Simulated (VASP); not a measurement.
```
CELL_PARAMETERS angstrom
     -1.54393     1.54393     3.81161
      1.54393    -1.54393     3.81161
      1.54393     1.54393    -3.81161
ATOMIC_POSITIONS crystal
  Si 0.66639 0.66639 0.00000
  Si 0.33361 0.33361 0.00000
  Mo 0.00000 0.00000 0.00000
```

Computed with PBE GGA, VASP's PBE PAW potentials (set 64) (plane waves; VASP 6.6.1). Settings: 500 eV cut-off, 14×14×14 Γ-centred mesh, first-order Methfessel-Paxton smearing of 0.10 eV, potentials Si Mo_sv.

Energy and stress use the plane-wave basis of the starting cell.

Q: The ions, cell shape and volume at an external pressure of 45.0 GPa are relaxed. Give the cell that the relaxation ends in.

A: 
```
CELL_PARAMETERS angstrom
     -1.52106     1.52106     3.76747
      1.52106    -1.52106     3.76747
      1.52106     1.52106    -3.76747
ATOMIC_POSITIONS crystal
  Si 0.66691 0.66691 0.00000
  Si 0.33309 0.33309 0.00000
  Mo 0.00000 0.00000 0.00000
```
Space group I4/mmm (139), at a tolerance of 0.03 Å.

Q: How do energy and volume change from the first to the last step?

A: The energy (σ→0) changes by +114.7 meV/atom and the volume by -4.1 %, in 9 ionic steps.

The compound is MoSi2 in the MoSi2 type structure. This run relaxes it under an external pressure of 45 GPa. Symmetry was kept, so distortions that lower it aren't found.
